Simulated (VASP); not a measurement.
VASP input:

### POSCAR
```
AlP
1
    0.0000000000     2.6958574746     2.6958574746
    2.6958574746     0.0000000000     2.6958574746
    2.6958574746     2.6958574746     0.0000000000
Al P
1 1
Direct
  0.0000000000   0.0000000000   0.0000000000
  0.2500000000   0.2500000000   0.2500000000
```

INCAR:
```
SYSTEM = AlP
PREC = Accurate
ENCUT = 520
EDIFF = 1E-7
NELM = 100
ALGO = Normal
LREAL = .FALSE.
LASPH = .TRUE.
ISMEAR = 0
SIGMA = 0.05
GGA = 91
LWAVE = .FALSE.
LCHARG = .FALSE.
ISIF = 2
```

### KPOINTS
```
Automatic mesh
0
gamma
8 8 8
```

POTCAR, in this order: Al P (PBE.64 set). Program: vasp_std.

Task: Translate this PW91 calculation to Quantum ESPRESSO's pw.x.

Result: One equivalent input (not run):
```
&CONTROL
  calculation = 'scf'
  pseudo_dir = './pseudo'
  outdir = './out'
  tprnfor = .true.
  tstress = .true.
/
&SYSTEM
  ibrav = 0
  nat = 2
  ntyp = 2
  ecutwfc = 44
  occupations = 'smearing'
  smearing = 'gaussian'
  degauss = 0.003675
  input_dft = 'pw91'
/
&ELECTRONS
  conv_thr = 7.3e-09
  electron_maxstep = 100
/
ATOMIC_SPECIES
  Al 26.982 Al.upf
  P 30.974 P.upf
CELL_PARAMETERS angstrom
     0.0000000    2.6958575    2.6958575
     2.6958575    0.0000000    2.6958575
     2.6958575    2.6958575    0.0000000
ATOMIC_POSITIONS crystal
  Al   0.0000000  0.0000000  0.0000000
  P    0.2500000  0.2500000  0.2500000
K_POINTS automatic
  8 8 8 0 0 0
```
The two are equivalent in intent, not identical: the potentials are each code's own (VASP's PAW set, PseudoDojo norm-conserving files in pw.x), so ENCUT and ecutwfc are chosen apart and not converted; conv_thr bounds pw.x's estimated SCF error, while EDIFF bounds the energy change between steps.

The compound is AlP in the zinc blende structure. This cell is one point of a volume scan, at 0.94 of the reference volume.
